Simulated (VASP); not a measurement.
**Zn₄STe₃ (ordered alloy cell): computed properties**

All values below come from PBEsol GGA, VASP's PBE PAW potentials (set 64) (plane waves; VASP 6.6.1).

```yaml
space_group: R3m (160)
cell: a = 4.1763 Å, b = 4.1763 Å, c = 40.7532 Å, α = 90.00°, β = 90.00°, γ = 120.00°
volume_per_atom: 25.65 Å³/atom
band gap (over mesh and band path): 0.45 eV
smallest direct gap (over mesh and band path): 0.45 eV
band_edge_character: direct, Γ to Γ
density: 5.47 g/cm³
```

```cif
data_S3Te9Zn12
_chemical_formula_sum 'Zn12 Te9 S3'
_space_group_name_H-M_alt 'R3m :H'
_space_group_IT_number 160
_space_group_name_Hall 'R 3 -2"'
_cell_length_a 4.17630
_cell_length_b 4.17630
_cell_length_c 40.75321
_cell_angle_alpha 90.000
_cell_angle_beta 90.000
_cell_angle_gamma 120.000
loop_
_atom_site_label
_atom_site_type_symbol
_atom_site_symmetry_multiplicity
_atom_site_Wyckoff_symbol
_atom_site_fract_x
_atom_site_fract_y
_atom_site_fract_z
_atom_site_occupancy
Zn1 Zn 3 a 0.00000 0.00000 0.00607 1
Zn2 Zn 3 a 0.00000 0.00000 0.25204 1
Zn3 Zn 3 a 0.00000 0.00000 0.49821 1
Zn4 Zn 3 a 0.00000 0.00000 0.74404 1
Te1 Te 3 a 0.00000 0.00000 0.31601 1
Te2 Te 3 a 0.00000 0.00000 0.56224 1
Te3 Te 3 a 0.00000 0.00000 0.80845 1
S1 S 3 a 0.00000 0.00000 0.06293 1
```
(The calculation used a cell of 8 atoms; values per cell refer to that cell.)

Unless said otherwise, spin-orbit coupling is left out, though it shifts the bands of the heavy elements here.

The structure was generated: Zn4STe3 was put into an ordered model structure (R3m), which need not be its known phase. It was relaxed first. Symmetry was kept, so distortions that lower it aren't found.
